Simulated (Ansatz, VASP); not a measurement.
# Cross-check of MgSi3C3O between VASP and Ansatz, part 3 of 3

Wanted: the spread between two codes on one cell, functional and k mesh. The cell is generated by rule, not measured, and may not be a known phase. The cell is taken from a series of runs on this material, whose earlier steps may have relaxed, scaled, displaced or heated it; both programs get it as it stands.

VASP 6.6.1 and Ansatz 0.2.0.

So far: Starting point; VASP: zone-centre phonons, LDA.

The structure was built from a prototype and need not be the compound's stable phase.

## 3. Ansatz: zone-centre phonons, LDA

Level of this step: Ansatz beside VASP: Kohn-Sham DFT, plane waves, LDA (Ansatz).

Ansatz runs on its default PAW (the set named soft_2) files.

The same cell, functional (in two slightly different forms), mesh and smearing now go to Ansatz, which takes its cutoff from its data sets.

The input, input.yaml:

```yaml
crystal:
  lattice:
    - [3.1291913715, 0.0, 0.0]
    - [-1.5645956857, 2.709959221, 0.0]
    - [0.0, 0.0, 10.5451091741]
  atoms:
    - { symbol: C, position: [0.3333333333, 0.6666666667, 0.1870976871] }
    - { symbol: C, position: [0.6666666667, 0.3333333333, 0.4259889679] }
    - { symbol: C, position: [0.3333333333, 0.6666666667, 0.6613575789] }
    - { symbol: Mg, position: [0.6666666667, 0.3333333333, 0.7580010591] }
    - { symbol: O, position: [0.6666666667, 0.3333333333, 0.9638713017] }
    - { symbol: Si, position: [0.3333333333, 0.6666666667, 0.0134570687] }
    - { symbol: Si, position: [0.6666666667, 0.3333333333, 0.2506508948] }
    - { symbol: Si, position: [0.3333333333, 0.6666666667, 0.489575442] }
kpoints:
  mp_grid: { grid: [12, 12, 4] }
hamiltonian:
  xc: lda
scf:
  occupations: { method: methfessel_paxton, width: 0.15 }
output:
  eigenvalues: true
phonons:
  method: dfpt
```

On the command line:

```bash
$ ansatz run input.yaml --threads 8 --pin off --max-ram 14336MiB --backend cpu --events-out ev --progress --plain --runs-dir out
```

Numbers of over 12 decimals in the logs are rounded to 6 here.

What it wrote:

```text
Engine: ansatz 0.2.0, aarch64-unknown-linux-gnu
Pseudopotentials: kind: paw
Pseudopotential: C, paw, valence charge 4, recommended cutoff 420 eV (normal), C.paw.azcp
Pseudopotential: Mg, paw, valence charge 10, recommended cutoff 420 eV (normal), Mg.paw.azcp
Pseudopotential: O, paw, valence charge 6, recommended cutoff 420 eV (normal), O.paw.azcp
Pseudopotential: Si, paw, valence charge 4, recommended cutoff 420 eV (normal), Si.paw.azcp
Functional definition: SPW92
  exchange = slater_x
  correlation = pw_c
Crystal: 8 atoms, lattice volume = 89.422 Å³
Basis set: ecut = 420 eV, 1739 PW (Γ), exchange–correlation on 48×48×144 points (8 copies of the dense FFT grid, shifted against one another)
Bands: 28, of which v1, the nominal top of the filled ones, is band 20 counted from 1 (19 counted from 0)
Symmetry: 6 space group operations
k-points: 164 of 576 (irreducible under 2 space group operations, time reversal used)
Non-local potential: C, projectors of the file, l = 0: 2, l = 1: 2, l = 2: 1
Non-local potential: Mg, projectors of the file, l = 0: 3, l = 1: 2, l = 2: 1
Non-local potential: O, projectors of the file, l = 0: 2, l = 1: 2, l = 2: 1
Non-local potential: Si, projectors of the file, l = 0: 2, l = 1: 2, l = 2: 2
PAW form: soft (Blöchl's): semilocal exchange-correlation on the pseudo side does not see the compensation charge
PAW frozen core: C, regenerated for the run's functional, and the local potential with it (the file was generated under x = pbe(κ = 0.804, μ = 0.219515), c = pbe(β = 0.066725))
PAW frozen core: Mg, regenerated for the run's functional, and the local potential with it (the file was generated under x = pbe(κ = 0.804, μ = 0.219515), c = pbe(β = 0.066725))
PAW frozen core: O, regenerated for the run's functional, and the local potential with it (the file was generated under x = pbe(κ = 0.804, μ = 0.219515), c = pbe(β = 0.066725))
PAW frozen core: Si, regenerated for the run's functional, and the local potential with it (the file was generated under x = pbe(κ = 0.804, μ = 0.219515), c = pbe(β = 0.066725))
PAW one-centre angular grid: C, 110 points (default); XC on 64 Gauss nodes
PAW one-centre angular grid: Mg, 110 points (default); XC on 64 Gauss nodes
PAW one-centre angular grid: O, 110 points (default); XC on 64 Gauss nodes
PAW one-centre angular grid: Si, 110 points (default); XC on 64 Gauss nodes
Initial density: superposition of atomic densities (neutral atoms: chi_scale 0, normalization atom), corrected by the library's trained network
Initial wavefunctions: pseudopotential atomic-orbital guess
Functional: x = slater, c = lda
SCF iter   1: F=—  HF=-5010.011671 eV  |F-HF|=—  |Δ(HF+E_count)|=         —  Δρ=1.30e-2  dr2=2.26e-1  ethr=1.77e-3  ⟨swp⟩=6.1  Hψ=23487  notcnv=0
preconditioner: auto → Kerker (q_TF=auto, 2.386 Å⁻¹)  [metal: Δε(μ)=0.040 eV  Ē_g=10.547 eV  σ=0.150 eV  W_gap=0.22  n_scr=14 (ndim 8)  ℏωp=21.5 eV  f_vac=0.000  D(μ)=2.34/eV (n_scr^D=6)]
SCF iter   2: F=—  HF=-5009.975652 eV  |F-HF|=—  |Δ(HF+E_count)|=   3.60e-2  S|Δr|=    0.00e0  Δρ=5.82e-3  dr2=7.49e-2  ethr=5.64e-4  ⟨swp⟩=1.0  Hψ=5904  notcnv=0
SCF iter   3: F=—  HF=-5009.962735 eV  |F-HF|=—  |Δ(HF+E_count)|=   1.29e-2  S|Δr|=    0.00e0  Δρ=1.59e-3  dr2=1.77e-2  ethr=1.87e-4  ⟨swp⟩=1.7  Hψ=5342  notcnv=0
SCF iter   4: F=—  HF=-5009.960008 eV  |F-HF|=—  |Δ(HF+E_count)|=   2.73e-3  S|Δr|=    0.00e0  Δρ=6.12e-4  dr2=3.86e-3  ethr=4.42e-5  ⟨swp⟩=1.5  Hψ=4325  notcnv=0
SCF iter   5: F=—  HF=-5009.959447 eV  |F-HF|=—  |Δ(HF+E_count)|=   5.62e-4  S|Δr|=    0.00e0  Δρ=3.47e-4  dr2=4.41e-4  ethr=9.65e-6  ⟨swp⟩=1.8  Hψ=4585  notcnv=0
SCF iter   6: F=—  HF=-5009.959372 eV  |F-HF|=—  |Δ(HF+E_count)|=   7.46e-5  S|Δr|=    0.00e0  Δρ=1.27e-4  dr2=5.79e-5  ethr=1.10e-6  ⟨swp⟩=2.4  Hψ=6442  notcnv=0
SCF iter   7: F=—  HF=-5009.959361 eV  |F-HF|=—  |Δ(HF+E_count)|=   1.07e-5  S|Δr|=    0.00e0  Δρ=3.66e-5  dr2=6.77e-6  ethr=1.45e-7  ⟨swp⟩=2.4  Hψ=6060  notcnv=0
SCF iter   8: F=—  HF=-5009.959360 eV  |F-HF|=—  |Δ(HF+E_count)|=   1.13e-6  S|Δr|=    0.00e0  Δρ=1.19e-5  dr2=5.83e-7  ethr=1.69e-8  ⟨swp⟩=2.3  Hψ=5587  notcnv=0
SCF iter   9: F=—  HF=-5009.959357 eV  |F-HF|=—  |Δ(HF+E_count)|=   3.01e-6  S|Δr|=    0.00e0  Δρ=4.00e-6  dr2=8.93e-8  ethr=1.46e-9  ⟨swp⟩=1.8  Hψ=5803  notcnv=0  defer=220
SCF iter  10: F=—  HF=-5009.959357 eV  |F-HF|=—  |Δ(HF+E_count)|=   1.68e-8  S|Δr|=    0.00e0  Δρ=1.56e-6  dr2=1.61e-8  ethr=2.23e-10  ⟨swp⟩=2.4  Hψ=7440  notcnv=0  defer=220
SCF iter  11: F=—  HF=-5009.959357 eV  |F-HF|=—  |Δ(HF+E_count)|=   3.02e-9  S|Δr|=    0.00e0  Δρ=8.21e-7  dr2=2.59e-9  ethr=4.02e-11  ⟨swp⟩=2.0  Hψ=6886  notcnv=0  defer=220
SCF iter  12: F=—  HF=-5009.959357 eV  |F-HF|=—  |Δ(HF+E_count)|=  5.37e-10  S|Δr|=    0.00e0  Δρ=2.83e-7  dr2=1.70e-10  ethr=6.47e-12  ⟨swp⟩=2.0  Hψ=7309  notcnv=0  defer=220
SCF iter  13: F=-5009.959357 eV  HF=-5009.959357 eV  |F-HF|=6.37e-12  |Δ(HF+E_count)|=  4.09e-11  S|Δr|=    0.00e0  Δρ=6.20e-8  dr2=6.90e-12  ethr=1.00e-12  ⟨swp⟩=10.1  Hψ=27297  notcnv=0
SCF 1 converged in 13 iterations: F = -5009.959357 eV  dr2 = 6.90e-12
  greatest PAW one-centre occupation: 1.001 electrons in one spin orbital (limit 2), on the Mg atom at site 3 (counted from 0), in its partial waves of l = 1
DFPT response loops at Γ: preconditioner auto → Kerker (q_TF=auto, 2.386 Å⁻¹) (partly filled bands, converged f_vac=0.000); β = 1.00, the filter's whole step (`scf.mixing.beta` (0.50) is not read by the response loops under this deck's `scf.mixing.preconditioner`; to damp them name `kerker` or `kerker_dos`, under which they read `scf.mixing.beta`, and type it under 1.00, their step now; both keys bind the ground state too); Broyden in place of MSR1
SCF converged after 13 iterations
Stability not checked: this state was not tested for a lower state beside it, because cold or Methfessel-Paxton smearing, or corrected tetrahedra, fill the levels in a way that the test cannot read (fill_not_monotonic; see scf.lower_state_search)
Free energy (F): -5009.959357 eV
Harris-Foulkes:  -5009.959357 eV  (|F-HF|=6.37e-12)
Internal energy: -5009.959747 eV  (E = F + TS)
E sigma→0 (E₀):  -5009.959455 eV
Entropy (-TS):   0.000390 eV (0.049 meV/atom)
Fermi energy:    9.506914 eV
--- Per-component energies (eV) ---
  E_band       = -264.700843
  E_kinetic    = 652.717247
  E_local      = -2568.699818  (includes V_loc(G=0)·N_el)
  E_nonlocal   = 307.521453
  E_hartree    = 946.818563
  E_xc         = -414.241455
  E_vxc        = -457.228218  (∫ρ·V_xc dr)
  E_paw        = -2149.368171  (= ΣΔE_a)
  E_vpaw       = -92.651078  (= ΣTr[D̂ρ^β])
  E_aug_tail   = 0.002448  (compensation charges beyond the density's cutoff)
  E_ewald      = -1785.398905
  E_core_change = 0.688891  (= ΣΔE_core)
  E_smearing   = 0.000390  (= −TS)
  E_closure    = 0.000000  (closes the sum)
  Σ components = -5009.959357   (vs F -5009.959357, Δ=0.00e0)
--- Band table (eV; the first three rows and the last of 164) ---
  k-point 0: bands = [... 16 lower, 7.6268, 8.1085, 8.1085, 10.5334, 10.5334, 12.6648, 13.3329, 13.9158, ... 4 higher]
  k-point 1: bands = [... 16 lower, 8.0593, 8.1083, 8.1083, 10.5344, 10.5344, 12.6156, 13.2116, 13.9046, ... 4 higher]
  k-point 2: bands = [... 16 lower, 8.1081, 8.1081, 8.3189, 10.5355, 10.5355, 12.5488, 13.1232, 13.8937, ... 4 higher]
  k-point 163: bands = [... 16 lower, 5.2531, 6.5104, 7.2753, 8.3489, 10.8288, 10.8799, 12.7998, 13.1158, ... 4 higher]
--- Phonons (Γ-DFPT): 16 representative perturbations + reference, on 164 of 576 k-points (Σ response iterations 52) ---
  k mesh reduced under 2 symmetry operations, with k and −k counted as one. Each operation leaves every solved perturbation unchanged. A smaller set is not used because it would not reduce the number of displacements times k-points to solve
  ASR residual: 4.852e-5 → 0.000e0 eV/Å²; symmetrization residual: 2.915e-6 eV/Å²
  ASR residual per site (eV/Å²): 1.45e-5 4.85e-5 3.04e-6 7.90e-6 2.04e-5 1.87e-5 1.24e-5 9.20e-6
  Γ frequencies (cm⁻¹): 0.00 0.00 0.00 104.42 104.42 160.13 160.13 227.54 227.54 267.65 299.84 299.84 304.63 451.78 508.61 508.61 541.68 668.52 668.52 690.16 690.16 832.10 855.30 891.22
  non-analytic LO–TO correction: not included (Born effective charges unavailable; polar crystals: no LO–TO splitting at Γ)
```

Reading the cycles: dr2 is the Hartree energy of the density residual (eV), the measure of convergence; HF is the Harris–Foulkes estimate of the energy, which meets the free energy F at convergence.

## 4. Side by side

Known differences besides the potentials themselves: the two LDA forms differ slightly; the data sets hold 40 valence electrons in Ansatz (on its default PAW (the set named soft_2) files) and 32 in VASP; the cutoff is 420 eV in Ansatz and 600 eV in VASP; VASP's log shows a relativistic correction to its local exchange, Ansatz's none. Total energies have different zeros and are not compared.

Zone-centre modes by rising frequency (cm⁻¹; imaginary ones negative):

| program | modes |
| --- | --- |
| Ansatz | 0.0, 0.0, 0.0, 104.4, 104.4, 160.1, 160.1, 227.5, 227.5, 267.6, 299.8, 299.8, 304.6, 451.8, 508.6, 508.6, 541.7, 668.5, 668.5, 690.2, 690.2, 832.1, 855.3, 891.2 |
| VASP | -0.3, -0.3, -0.1, 106.6, 106.6, 160.0, 160.0, 227.4, 227.4, 269.4, 306.4, 310.5, 310.5, 453.2, 514.1, 514.1, 541.6, 669.7, 669.7, 691.0, 691.0, 833.3, 856.2, 891.4 |

The two lists differ in the order or number of single and degenerate modes, so they aren't paired one by one; the r.m.s. figure in the results sets the two lists side by side in order.

## 5. Results

```yaml
r_m_s_difference_of_the_optical_zone_centre_modes_each_program_s_sorted_by_frequency_zone_centre_phonons_lda: 3.6 cm⁻¹
```

What this shows: The r.m.s. difference of the optical zone-centre modes, each program's sorted by frequency is 3.6 cm⁻¹ (zone-centre phonons, LDA). The data sets hold unlike numbers of valence electrons (40 in Ansatz and 32 in VASP), so part of the differences comes from the potentials. Such differences can come from data sets, numerical settings and the points named under the comparisons, not from the functional's error against experiment.

[Lines on the potential files, build, host, timing and source positions are cut from VASP's logs without a mark.]

[Logs are printed without paths, hosts, clocks, repeated set-up lines and the standing remarks that a program may print on its own settings, such as how far it seeks lower states.]

[Hosts, paths, dates, database ids (printed as entryN), source tags and the programs' standing remarks are cut or masked in the printed files.]
